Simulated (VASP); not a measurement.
Output of a VASP run:

### OSZICAR
```
...
DAV:   8    -0.154648165290E+02   -0.19713E-01   -0.13978E+00  1260   0.910E+00    0.130E+00
DAV:   9    -0.148718706068E+02    0.59295E+00   -0.71313E-01  1082   0.882E+00    0.327E-01
DAV:  10    -0.155476003098E+02   -0.67573E+00   -0.40027E-01  1104   0.638E+00    0.343E-01
DAV:  11    -0.155615659964E+02   -0.13966E-01   -0.66500E-02  1180   0.308E+00    0.104E-01
DAV:  12    -0.156056708837E+02   -0.44105E-01   -0.81083E-03  1184   0.980E-01    0.498E-02
DAV:  13    -0.156111272239E+02   -0.54563E-02   -0.34975E-03  1216   0.607E-01    0.227E-02
DAV:  14    -0.156109618113E+02    0.16541E-03   -0.30465E-04  1508   0.359E-01    0.274E-02
DAV:  15    -0.156111481181E+02   -0.18631E-03   -0.34572E-04  1468   0.190E-01    0.126E-02
DAV:  16    -0.156112103641E+02   -0.62246E-04   -0.33874E-05  1344   0.549E-02    0.118E-02
DAV:  17    -0.156112113879E+02   -0.10238E-05   -0.54649E-06  1088   0.206E-02    0.646E-03
DAV:  18    -0.156112109865E+02    0.40142E-06   -0.27028E-06  1278   0.122E-02
   1 F= -.15611211E+02 E0= -.15611211E+02  d E =-.156112E+02
       N       E                     dE             d eps       ncg     rms          rms(c)
DAV:   1    -0.158200344602E+02   -0.20882E+00   -0.37197E+00  1314   0.459E+01    0.299E+00
DAV:   2    -0.156682392828E+02    0.15180E+00   -0.42795E-01  1514   0.173E+01    0.150E+00
DAV:   3    -0.156093510087E+02    0.58888E-01   -0.12321E-01  1652   0.781E+00    0.286E-01
DAV:   4    -0.156138457931E+02   -0.44948E-02   -0.19584E-02  1056   0.131E+00    0.246E-01
DAV:   5    -0.156125772265E+02    0.12686E-02   -0.11491E-03  1522   0.357E-01    0.204E-01
DAV:   6    -0.156100041543E+02    0.25731E-02   -0.16304E-03  1368   0.405E-01    0.643E-02
DAV:   7    -0.156113089469E+02   -0.13048E-02   -0.12664E-03  1240   0.482E-01    0.142E-02
DAV:   8    -0.156112433729E+02    0.65574E-04   -0.94046E-05  1416   0.129E-01    0.794E-03
DAV:   9    -0.156113169776E+02   -0.73605E-04   -0.60960E-05  1514   0.115E-01    0.639E-03
DAV:  10    -0.156113133124E+02    0.36652E-05   -0.30107E-06   942   0.171E-02    0.372E-03
DAV:  11    -0.156113144247E+02   -0.11124E-05   -0.98387E-07   708   0.868E-03    0.186E-03
DAV:  12    -0.156113132085E+02    0.12162E-05   -0.85433E-07   630   0.101E-02    0.536E-04
DAV:  13    -0.156113140474E+02   -0.83882E-06   -0.14982E-07   528   0.449E-03
   2 F= -.15611314E+02 E0= -.15611314E+02  d E =-.103061E-03
       N       E                     dE             d eps       ncg     rms          rms(c)
DAV:   1    -0.156704295591E+02   -0.59116E-01   -0.90253E-01  1314   0.218E+01    0.152E+00
DAV:   2    -0.156314745786E+02    0.38955E-01   -0.11380E-01  1544   0.879E+00    0.744E-01
DAV:   3    -0.156176868557E+02    0.13788E-01   -0.26565E-02  1692   0.347E+00    0.150E-01
DAV:   4    -0.156181755642E+02   -0.48871E-03   -0.35666E-03  1102   0.595E-01    0.111E-01
DAV:   5    -0.156176798036E+02    0.49576E-03   -0.42783E-04  1470   0.210E-01    0.732E-02
DAV:   6    -0.156174084084E+02    0.27140E-03   -0.38747E-04  1640   0.203E-01    0.206E-02
DAV:   7    -0.156175777539E+02   -0.16935E-03   -0.15003E-04  1252   0.174E-01    0.743E-03
DAV:   8    -0.156175807820E+02   -0.30281E-05   -0.77275E-06  1226   0.354E-02    0.490E-03
DAV:   9    -0.156175776864E+02    0.30956E-05   -0.98171E-06  1346   0.482E-02    0.904E-04
DAV:  10    -0.156175787703E+02   -0.10839E-05   -0.53706E-07   654   0.776E-03    0.702E-04
DAV:  11    -0.156175787465E+02    0.23775E-07   -0.78976E-08   540   0.342E-03
   3 F= -.15617579E+02 E0= -.15617579E+02  d E =-.636776E-02
```

OUTCAR:
```
------------------------ aborting loop because EDIFF is reached ----------------------------------------
  FORCE on cell =-STRESS in cart. coord.  units (eV):
  Direction    XX          YY          ZZ          XY          YZ          ZX
  --------------------------------------------------------------------------------------
  Total       -0.0132455     -0.0132455     -0.0108108      0.0000000      0.0000000      0.0000000
  in kB       -0.4600430     -0.4600430     -0.3754817      0.0000000      0.0000000      0.0000000
  external PRESSURE =      -0.4318559 kB  Pullay stress =       0.0000000 kB
  volume of cell :       46.13
      direct lattice vectors                 reciprocal lattice vectors
     1.599458855 -2.770343963 -0.000000000     0.312605728 -0.180483004  0.000000000
     1.599458855  2.770343963  0.000000000     0.312605728  0.180483004  0.000000000
     0.000000000  0.000000000  5.205285161     0.000000000 -0.000000000  0.192112434
  FREE ENERGIE OF THE ION-ELECTRON SYSTEM (eV)
  ---------------------------------------------------
  free  energy   TOTEN  =       -15.6175787465 eV

  energy  without entropy=      -15.6175787465  energy(sigma->0) =      -15.61757875

 reached required accuracy - stopping structural energy minimisation
```
(Selected blocks of OUTCAR.)

**POSCAR**
```
GaN
1
    1.5912219442    -2.7560772156     0.0000000000
    1.5912219442     2.7560772156     0.0000000000
    0.0000000000     0.0000000000     5.1801024123
Ga N
2 2
Direct
  0.6666670000   0.3333330000   0.5000334008
  0.3333330000   0.6666670000   0.0000334008
  0.6666670000   0.3333330000   0.8769665992
  0.3333330000   0.6666670000   0.3769665992
```

### Question
Write an INCAR and KPOINTS that could have produced this output.

### Answer
One answer among several that fit: the input of the run itself, revTPSS meta-GGA, plane waves, VASP's PBE PAW potentials (set 64).

**KPOINTS**
```
Automatic
0
gamma
7 7 4
```

**INCAR**
```
SYSTEM = GaN
PREC = Accurate; ENCUT = 520; LREAL = .FALSE.
LASPH = .TRUE.
EDIFF = 1E-6; NELM = 100; ALGO = Normal
LMAXMIX = 4; LMIXTAU = .TRUE.
ISMEAR = 0; SIGMA = 0.05
METAGGA = RTPSS
IBRION = 2; NSW = 60; ISIF = 3
EDIFFG = -0.02
LWAVE = .FALSE.; LCHARG = .FALSE.
```

POTCAR, in this order: Ga_d N (PBE.64 set). Program: vasp_std.

The compound is GaN in the wurtzite structure. This run relaxes it. Symmetry was kept, so distortions that lower it aren't found. The start is the result of an earlier pass.
